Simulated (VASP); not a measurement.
W: single point with PBE

Crystal: W.

```
W
1.0
    -1.59285    1.59285    1.59285
     1.59285   -1.59285    1.59285
     1.59285    1.59285   -1.59285
W
1
Direct
  0.00000 0.00000 0.00000
```

```
Program             : VASP 6.6.1
Task                : single point
Functional          : PBE
Potentials or basis : VASP PAW PBE potentials, release 64 (W_sv)
Cutoff              : 520 eV
k mesh              : 18 × 18 × 18
Occupations         : gaussian, width 0.3 eV
Spin                : no spin polarisation
```

| Quantity | Value |
| --- | --- |
| Pressure | 0.0 GPa |
| Band gap on the k mesh | none (metal or under the smearing width) |

Levels at points of the mesh, in eV from the Fermi level:
```
           k point  band 5  band 6  band 7  band 8  band 9  band 10
(0.00, 0.00, 0.00)   -9.52   -1.19   -1.19   -1.19    2.22     2.22
(0.50, 0.00, 0.00)   -6.14   -3.47    0.62    2.10    3.06     5.98
(0.50, 0.50, 0.50)   -5.67   -5.67    5.03    5.03    5.03     8.10
```

It took 16 s on 1 thread of Intel(R) Xeon(R) Platinum 8488C (Sapphire Rapids), on a shared host, peak memory 0.17 GiB.

Spin-orbit coupling is left out, which matters for the levels of W.
